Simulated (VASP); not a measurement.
An input for Ansatz (written as the equivalent of a VASP run, and not itself run):

Ansatz 0.2 input:
```yaml
crystal:
  lattice:
    - [4.0953230, -2.2134180, 0.0000000]
    - [4.0953230, 2.2134180, 0.0000000]
    - [-0.1483320, 0.0000000, 5.3508740]
  atoms:
    - { symbol: Te, position: [0.7537800, 0.2462200, 0.5000000] }
    - { symbol: Se, position: [0.0140800, 0.7678600, 0.8402400] }
    - { symbol: Se, position: [0.2321400, 0.9859200, 0.1597600] }
kpoints:
  mp_grid: { grid: [6, 6, 4] }
hamiltonian:
  xc: lda
  pseudopotentials: { kind: paw }
scf:
  occupations: { method: gaussian, width: 0.01 }
  max_iter: 100
relax:
  max_steps: 50
  f_tol: 0.01
  cell: {}
output: { forces: true, stress: true, eigenvalues: true }
```

Problem. Write the VASP files for the same calculation (LDA).

Solution. One answer among several that fit: 
File POSCAR:
```
TeSe2
1
    4.0953230000    -2.2134180000     0.0000000000
    4.0953230000     2.2134180000     0.0000000000
   -0.1483320000     0.0000000000     5.3508740000
Te Se
1 2
Direct
  0.7537800000   0.2462200000   0.5000000000
  0.0140800000   0.7678600000   0.8402400000
  0.2321400000   0.9859200000   0.1597600000
```

### INCAR
```
! general
SYSTEM  = TeSe2
PREC    = Accurate
ENCUT   = 300
LREAL   = .False.
LASPH   = .True.

! electronic loop
EDIFF   = 1E-6
NELM    = 100
ALGO    = Normal
LMAXMIX = 4

! smearing
ISMEAR  = 0
SIGMA   = 0.01

! ions
IBRION  = 2
NSW     = 50
ISIF    = 3
EDIFFG  = -0.01

! output
LWAVE   = .False.
LCHARG  = .False.
```

File KPOINTS:
```
Automatic mesh
0
Gamma
6 6 4
0 0 0
```

POTCAR, in this order: Te Se (LDA.64 set). Program: vasp_std.

What does not carry over: each code has its own PAW files, so the cut-off isn't converted (ENCUT is set for VASP's; basis.ecutwfc is left out, and Ansatz then takes the one that its files recommend); Ansatz stops its SCF on the density residual and VASP on the energy change (EDIFF); Ansatz's lda is the Perdew-Wang form, while the LDA potentials of VASP carry Perdew-Zunger's.

The structure comes from a computed database's TeSe2 entry; how it stands against other phases isn't given here. This run relaxes it. Symmetry was kept, so distortions that lower it aren't found. The run is one of a series of settings (EDIFFG = -0.01, IBRION = 2, ISIF = 3, NSW = 50 against the base run), some of them coarse on purpose.
